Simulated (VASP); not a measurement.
A VASP calculation is set up with these files.

**INCAR**
```
! general
SYSTEM  = GaAs
PREC    = Accurate
ENCUT   = 500
LREAL   = .FALSE.
LASPH   = .TRUE.

! electronic loop
EDIFF   = 1E-6
NELM    = 100
ALGO    = Normal
LMAXMIX = 4

! smearing
ISMEAR  = 0
SIGMA   = 0.05

! functional
GGA     = PE

! ions
IBRION  = 2
NSW     = 40
ISIF    = 3
EDIFFG  = -0.02

! output
LWAVE   = .FALSE.
LCHARG  = .FALSE.
```

**KPOINTS**
```
Automatic mesh
0
Gamma
8 8 8
0 0 0
```

### POSCAR
```
GaAs
1
    0.0000000000     2.8757896027     2.8757896027
    2.8757896027     0.0000000000     2.8757896027
    2.8757896027     2.8757896027     0.0000000000
Ga As
1 1
Direct
  1.0000000000   1.0000000000   0.0000000000
  0.2500000000   0.2500000000   0.2500000000
```

POTCAR, in this order: Ga_d As (PBE.64 set). Program: vasp_std.

Write an equivalent input for Ansatz.

One equivalent input (not run):
Ansatz 0.2 input:
```yaml
crystal:
  lattice:
    - [0.0000000, 2.8757896, 2.8757896]
    - [2.8757896, 0.0000000, 2.8757896]
    - [2.8757896, 2.8757896, 0.0000000]
  atoms:
    - { symbol: Ga, position: [1.0000000, 1.0000000, 0.0000000] }
    - { symbol: As, position: [0.2500000, 0.2500000, 0.2500000] }
kpoints:
  mp_grid: { grid: [8, 8, 8] }
hamiltonian:
  xc: pbe
  pseudopotentials: { kind: paw }
scf:
  occupations: { method: gaussian, width: 0.05 }
  max_iter: 100
relax:
  max_steps: 40
  f_tol: 0.02
  cell: {}
output: { forces: true, stress: true, eigenvalues: true }
```
What does not carry over: each code has its own PAW files, so the cut-off isn't converted (ENCUT is set for VASP's; basis.ecutwfc is left out, and Ansatz then takes the one that its files recommend); Ansatz stops its SCF on the density residual and VASP on the energy change (EDIFF).

The compound is GaAs in the zinc blende structure. It was relaxed first, which changed the volume by +5 %.
